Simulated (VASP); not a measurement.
These are PBE GGA, VASP's PBE PAW potentials (set 64) (plane waves; VASP) values and carry that method's errors.

VASP input:

**POSCAR**
```
Bi2Te3
1
    4.4057943416    -0.0000000000     0.0000000000
   -2.2028971708     3.8155295237     0.0000000000
   -0.0000000000     0.0000000000    23.2345328341
Bi Te
2 3
Direct
  0.3333330000   0.6666670000   0.4114091478
  0.0000000000   0.0000000000   0.5885908522
  1.0000000000   1.0000000000   0.3373310008
  0.6666670000   0.3333330000   0.5000000000
  0.3333330000   0.6666670000   0.6626689992
```

### KPOINTS
```
Regular mesh
0
gamma
  5 5 1
```

### INCAR
```
SYSTEM = Bi2Te3
PREC = Accurate; ENCUT = 400; LREAL = .False.
LASPH = .True.
EDIFF = 1E-6; NELM = 100; ALGO = Normal
LMAXMIX = 4
ISMEAR = 0; SIGMA = 0.05
GGA = PE
IBRION = 2; NSW = 60; ISIF = 4
EDIFFG = -0.02
LWAVE = .False.; LCHARG = .False.
```

POTCAR, in this order: Bi_d Te (PBE.64 set). Program: vasp_std.

The run wrote:

OSZICAR:
```
...
DAV:   7    -0.183604649171E+02   -0.13019E-05   -0.32545E-07   176   0.465E-03    0.174E-03
DAV:   8    -0.183604666712E+02   -0.17541E-05   -0.12240E-07   172   0.316E-03    0.358E-04
DAV:   9    -0.183604676673E+02   -0.99611E-06   -0.52519E-08   164   0.192E-03
   2 F= -.18360468E+02 E0= -.18360468E+02  d E =-.703844E-03
       N       E                     dE             d eps       ncg     rms          rms(c)
DAV:   1    -0.183600143220E+02    0.45235E-03   -0.31241E-01   292   0.294E+00    0.201E-01
DAV:   2    -0.183607461767E+02   -0.73185E-03   -0.12201E-02   364   0.934E-01    0.797E-02
DAV:   3    -0.183606639309E+02    0.82246E-04   -0.48376E-04   364   0.141E-01    0.491E-02
DAV:   4    -0.183606210473E+02    0.42884E-04   -0.48487E-05   376   0.632E-02    0.292E-02
DAV:   5    -0.183606006860E+02    0.20361E-04   -0.52428E-05   328   0.716E-02    0.127E-02
DAV:   6    -0.183606037585E+02   -0.30725E-05   -0.12787E-05   300   0.341E-02    0.557E-03
DAV:   7    -0.183606066072E+02   -0.28488E-05   -0.73948E-07   156   0.672E-03    0.371E-03
DAV:   8    -0.183606128832E+02   -0.62759E-05   -0.52901E-07   172   0.462E-03    0.721E-04
DAV:   9    -0.183606147631E+02   -0.18799E-05   -0.13661E-07   152   0.258E-03    0.683E-04
DAV:  10    -0.183606182899E+02   -0.35269E-05   -0.17483E-07   176   0.180E-03    0.270E-04
DAV:  11    -0.183606207925E+02   -0.25026E-05   -0.15784E-07   168   0.140E-03    0.248E-04
DAV:  12    -0.183606218980E+02   -0.11055E-05   -0.68926E-08   148   0.935E-04    0.978E-05
DAV:  13    -0.183606222429E+02   -0.34492E-06   -0.24286E-08   140   0.706E-04
   3 F= -.18360622E+02 E0= -.18360622E+02  d E =-.858419E-03
       N       E                     dE             d eps       ncg     rms          rms(c)
DAV:   1    -0.183606412925E+02   -0.19395E-04   -0.46489E-02   292   0.113E+00    0.785E-02
DAV:   2    -0.183607553522E+02   -0.11406E-03   -0.18478E-03   388   0.380E-01    0.308E-02
DAV:   3    -0.183607445790E+02    0.10773E-04   -0.64351E-05   364   0.537E-02    0.190E-02
DAV:   4    -0.183607394323E+02    0.51466E-05   -0.66349E-06   316   0.240E-02    0.113E-02
DAV:   5    -0.183607374031E+02    0.20292E-05   -0.78592E-06   296   0.274E-02    0.505E-03
DAV:   6    -0.183607377301E+02   -0.32700E-06   -0.23056E-06   180   0.156E-02
   4 F= -.18360738E+02 E0= -.18360738E+02  d E =-.973907E-03
       N       E                     dE             d eps       ncg     rms          rms(c)
DAV:   1    -0.183611455195E+02   -0.40812E-03   -0.65229E-02   288   0.138E+00    0.127E-01
DAV:   2    -0.183611566894E+02   -0.11170E-04   -0.31311E-03   348   0.484E-01    0.613E-02
DAV:   3    -0.183610630518E+02    0.93638E-04   -0.14459E-04   392   0.916E-02    0.413E-02
DAV:   4    -0.183610199841E+02    0.43068E-04   -0.59472E-05   364   0.882E-02    0.748E-03
DAV:   5    -0.183610182561E+02    0.17279E-05   -0.23032E-05   340   0.389E-02    0.453E-03
DAV:   6    -0.183610186449E+02   -0.38875E-06   -0.13463E-06   152   0.107E-02
   5 F= -.18361019E+02 E0= -.18361019E+02  d E =-.280915E-03
       N       E                     dE             d eps       ncg     rms          rms(c)
DAV:   1    -0.183627354491E+02   -0.17172E-02   -0.58666E-01   284   0.414E+00    0.380E-01
DAV:   2    -0.183627472681E+02   -0.11819E-04   -0.27895E-02   320   0.140E+00    0.184E-01
DAV:   3    -0.183618909012E+02    0.85637E-03   -0.13516E-03   376   0.244E-01    0.123E-01
DAV:   4    -0.183615047352E+02    0.38617E-03   -0.54531E-04   372   0.205E-01    0.220E-02
DAV:   5    -0.183615106236E+02   -0.58884E-05   -0.15228E-04   336   0.102E-01    0.132E-02
DAV:   6    -0.183615249278E+02   -0.14304E-04   -0.15837E-05   352   0.311E-02    0.136E-02
DAV:   7    -0.183615428708E+02   -0.17943E-04   -0.14419E-06   196   0.759E-03    0.699E-03
DAV:   8    -0.183615882437E+02   -0.45373E-04   -0.76576E-06   248   0.131E-02    0.519E-03
DAV:   9    -0.183616150944E+02   -0.26851E-04   -0.35925E-06   228   0.798E-03    0.142E-03
DAV:  10    -0.183616280579E+02   -0.12963E-04   -0.14530E-06   228   0.339E-03    0.141E-03
DAV:  11    -0.183616346900E+02   -0.66321E-05   -0.80222E-07   204   0.245E-03    0.860E-04
DAV:  12    -0.183616376265E+02   -0.29365E-05   -0.39944E-07   196   0.159E-03    0.692E-04
DAV:  13    -0.183616391790E+02   -0.15525E-05   -0.18828E-07   188   0.184E-03    0.487E-04
DAV:  14    -0.183616396604E+02   -0.48140E-06   -0.91377E-08   152   0.841E-04
   6 F= -.18361640E+02 E0= -.18361640E+02  d E =-.901930E-03
       N       E                     dE             d eps       ncg     rms          rms(c)
DAV:   1    -0.183661472327E+02   -0.45081E-02   -0.23420E+00   284   0.827E+00    0.756E-01
DAV:   2    -0.183661449674E+02    0.22653E-05   -0.11052E-01   312   0.280E+00    0.368E-01
DAV:   3    -0.183628486471E+02    0.32963E-02   -0.64616E-03   376   0.504E-01    0.247E-01
DAV:   4    -0.183613671722E+02    0.14815E-02   -0.22411E-03   364   0.354E-01    0.433E-02
DAV:   5    -0.183613753918E+02   -0.82196E-05   -0.53956E-04   344   0.186E-01    0.270E-02
DAV:   6    -0.183614140888E+02   -0.38697E-04   -0.54292E-05   344   0.578E-02    0.270E-02
DAV:   7    -0.183614615669E+02   -0.47478E-04   -0.59372E-06   264   0.150E-02    0.138E-02
DAV:   8    -0.183615751889E+02   -0.11362E-03   -0.23876E-05   244   0.247E-02    0.966E-03
DAV:   9    -0.183616369672E+02   -0.61778E-04   -0.10106E-05   236   0.144E-02    0.317E-03
DAV:  10    -0.183616692617E+02   -0.32294E-04   -0.43951E-06   228   0.617E-03    0.205E-03
DAV:  11    -0.183616884047E+02   -0.19143E-04   -0.34027E-06   228   0.475E-03    0.158E-03
DAV:  12    -0.183616946553E+02   -0.62506E-05   -0.88015E-07   204   0.264E-03    0.100E-03
DAV:  13    -0.183616971243E+02   -0.24690E-05   -0.30633E-07   188   0.204E-03    0.402E-04
DAV:  14    -0.183616988195E+02   -0.16952E-05   -0.54261E-07   196   0.178E-03    0.815E-04
DAV:  15    -0.183616988741E+02   -0.54513E-07   -0.36661E-08   140   0.114E-03
   7 F= -.18361699E+02 E0= -.18361699E+02  d E =-.961144E-03
       N       E                     dE             d eps       ncg     rms          rms(c)
DAV:   1    -0.183626657118E+02   -0.96689E-03   -0.46532E-01   288   0.369E+00    0.341E-01
DAV:   2    -0.183627981041E+02   -0.13239E-03   -0.22738E-02   364   0.124E+00    0.164E-01
DAV:   3    -0.183621460300E+02    0.65207E-03   -0.79991E-04   384   0.198E-01    0.111E-01
DAV:   4    -0.183618375327E+02    0.30850E-03   -0.44594E-04   424   0.201E-01    0.187E-02
DAV:   5    -0.183618352306E+02    0.23020E-05   -0.11558E-04   332   0.873E-02    0.123E-02
DAV:   6    -0.183618366715E+02   -0.14409E-05   -0.94743E-06   344   0.235E-02    0.114E-02
DAV:   7    -0.183618382889E+02   -0.16174E-05   -0.72589E-07   156   0.683E-03    0.605E-03
DAV:   8    -0.183618446819E+02   -0.63930E-05   -0.33086E-06   216   0.102E-02    0.459E-03
DAV:   9    -0.183618496834E+02   -0.50015E-05   -0.48828E-07   172   0.581E-03    0.128E-03
DAV:  10    -0.183618551410E+02   -0.54576E-05   -0.11213E-06   200   0.345E-03    0.131E-03
DAV:  11    -0.183618567745E+02   -0.16335E-05   -0.19300E-07   176   0.235E-03    0.500E-04
DAV:  12    -0.183618576892E+02   -0.91466E-06   -0.11085E-07   148   0.142E-03
   8 F= -.18361858E+02 E0= -.18361858E+02  d E =-.111996E-02
       N       E                     dE             d eps       ncg     rms          rms(c)
DAV:   1    -0.183615544704E+02    0.30230E-03   -0.23264E-01   300   0.246E+00    0.673E-02
DAV:   2    -0.183621984177E+02   -0.64395E-03   -0.76109E-03   392   0.695E-01    0.392E-02
DAV:   3    -0.183621939554E+02    0.44622E-05   -0.17416E-04   308   0.865E-02    0.306E-02
DAV:   4    -0.183621901946E+02    0.37608E-05   -0.16279E-05   396   0.261E-02    0.212E-02
DAV:   5    -0.183621844580E+02    0.57366E-05   -0.70594E-06   340   0.334E-02    0.601E-03
DAV:   6    -0.183621840103E+02    0.44766E-06   -0.31185E-06   220   0.138E-02
   9 F= -.18362184E+02 E0= -.18362184E+02  d E =-.326321E-03
```

### OUTCAR
```
------------------------ aborting loop because EDIFF is reached ----------------------------------------
  FORCE on cell =-STRESS in cart. coord.  units (eV):
  Direction    XX          YY          ZZ          XY          YZ          ZX
  --------------------------------------------------------------------------------------
  Total       -0.0098749     -0.0098749      0.0847988      0.0000000     -0.0000000      0.0000000
  in kB       -0.0405069     -0.0405069      0.3478464      0.0000000     -0.0000000      0.0000000
  external PRESSURE =       0.0889442 kB  Pullay stress =       0.0000000 kB
  volume of cell :      390.58
      direct lattice vectors                 reciprocal lattice vectors
     4.424355548 -0.000000000  0.000000000     0.226021618  0.130493653  0.000000000
    -2.212177774  3.831603965  0.000000000     0.000000000  0.260987307  0.000000000
     0.000000000 -0.000000000 23.039993369    -0.000000000 -0.000000000  0.043402790
 POSITION                                       TOTAL-FORCE (eV/Angst)
 -----------------------------------------------------------------------------------
     -0.00000      2.55440      9.46697        -0.000000      0.000000     -0.010451
      0.00000     -0.00000     13.57303         0.000000     -0.000000      0.010451
     -2.21218      3.83160      7.74234        -0.000000      0.000000     -0.012566
      2.21218      1.27720     11.52000        -0.000000     -0.000000     -0.000000
     -0.00000      2.55440     15.29766         0.000000     -0.000000      0.012566
 -----------------------------------------------------------------------------------
    total drift:                                0.002362     -0.001364      0.000708
  FREE ENERGIE OF THE ION-ELECTRON SYSTEM (eV)
  ---------------------------------------------------
  free  energy   TOTEN  =       -18.3621840103 eV

  energy  without entropy=      -18.3621840103  energy(sigma->0) =      -18.36218401

 reached required accuracy - stopping structural energy minimisation
```
(Selected blocks of OUTCAR.)

**CONTCAR**
```
Bi2Te3
   1.00000000000000
     4.4243555476126826   -0.0000000000000000    0.0000000000000000
    -2.2121777738063413    3.8316039645256854    0.0000000000000001
     0.0000000000000000   -0.0000000000000002   23.0399933693249181
  Bi              Te
     2     3
Direct
     0.3333330000000032    0.6666669999999968    0.4108928317175637
     0.0000000000000000    0.0000000000000000    0.5891071682824365
     0.0000000000000000    1.0000000000000000    0.3360389872811622
     0.6666669999999968    0.3333330000000032    0.5000000000000000
     0.3333330000000032    0.6666669999999968    0.6639610127188377
```

**OUTCAR**
```
 val. band max:       -0.6999151497   @ k =   0.2000  -0.0000   0.0000

 cond. band min:       0.2608098898   @ k =   0.0000   0.0000   0.0000


 Fermi energy:        -0.3890854955

 k-point     1 :       0.0000    0.0000    0.0000
  band No.  band energies     occupation
      1     -23.3087      2.00000
      2     -23.3087      2.00000
      3     -23.3076      2.00000
      4     -23.3076      2.00000
      5     -23.3044      2.00000
      6     -23.3033      2.00000
      7     -23.2997      2.00000
      8     -23.2997      2.00000
      9     -23.2984      2.00000
     10     -23.2984      2.00000
     11     -13.1559      2.00000
     12     -12.6784      2.00000
     13     -11.0135      2.00000
     14      -9.2632      2.00000
     15      -8.1918      2.00000
     16      -2.2728      2.00000
     17      -1.7700      2.00000
     18      -1.7700      2.00000
     19      -1.5272      2.00000
     20      -1.5272      2.00000
     21      -1.4284      2.00000
     22      -1.1655      2.00000
     23      -0.9712      2.00000
     24      -0.9712      2.00000
     25       0.2608      0.00000
     26       0.8972      0.00000
     27       0.8972      0.00000
     28       1.6456      0.00000

 k-point     2 :       0.2000   -0.0000    0.0000
  band No.  band energies     occupation
      1     -23.3115      2.00000
      2     -23.3100      2.00000
      3     -23.3057      2.00000
      4     -23.3045      2.00000
      5     -23.3029      2.00000
      6     -23.3013      2.00000
      7     -23.3007      2.00000
      8     -23.2993      2.00000
      9     -23.2991      2.00000
     10     -23.2977      2.00000
     11     -12.8272      2.00000
     12     -12.3763      2.00000
     13     -10.8416      2.00000
     14      -9.4172      2.00000
     15      -8.6894      2.00000
     16      -3.5643      2.00000
     17      -2.7145      2.00000
     18      -2.6443      2.00000
     19      -2.4719      2.00000
     20      -1.9607      2.00000
...
```

The cell holds a wide vacuum, so values per volume refer to the whole cell. Unless said otherwise, spin-orbit coupling is left out, though it shifts the bands of the heavy elements here.

The cell is a sheet with vacuum, built from a generated structure.
